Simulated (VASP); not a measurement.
A run of VASP 6.6.1:

The input INCAR:

```
ALGO     = Normal         # electronic algorithm
EDIFF    = 1E-6           # SCF threshold, eV
ENCUT    = 520            # plane-wave cutoff, eV
GGA      = PE             # functional
ISIF     = 2              # what is computed and relaxed
ISMEAR   = -1             # smearing method
LASPH    = T              # aspherical terms in the spheres
LCHARG   = T              # write CHGCAR
LELF     = T              # ELF
LREAL    = F              # projectors in reciprocal space
LVHAR    = T            
LWAVE    = F              # write WAVECAR
NBANDS   = 21             # bands
NELM     = 100            # most SCF steps
PREC     = Accurate       # precision mode
SIGMA    = 0.1            # smearing width, eV
```

The input KPOINTS:

```
Automatic mesh
0
Gamma
  5 5 5
  0.5 0.5 0.5
```

POSCAR

```
BeTl2
1.0
    0.0000000000      3.0968070000      3.0968070000
    3.0968070000      0.0000000000      3.0968070000
    3.0968070000      3.0968070000      0.0000000000
Tl Be
2 1
Direct
    0.2500000000      0.2500000000      0.2500000000
    0.7500000000      0.7500000000      0.7500000000
    0.0000000000      0.0000000000      0.0000000000
```

Potentials or basis: VASP PAW PBE potentials, release 64 (Tl_d, Be).

The run is started by

```sh
$ cat potpaw_PBE.64/Tl_d/POTCAR potpaw_PBE.64/Be/POTCAR > POTCAR
$ mpirun -np 1 vasp_std > vasp.out
```

Hardware: 1 thread of Intel(R) Xeon(R) Platinum 8559C (Emerald Rapids) (shared host).

Question: Estimate the wall time of this run.

Answer: It took 23 s on 1 thread of Intel(R) Xeon(R) Platinum 8559C (Emerald Rapids), with other jobs on the host, peak memory 0.2 GiB. Counts: scf iterations 13, k points 19.
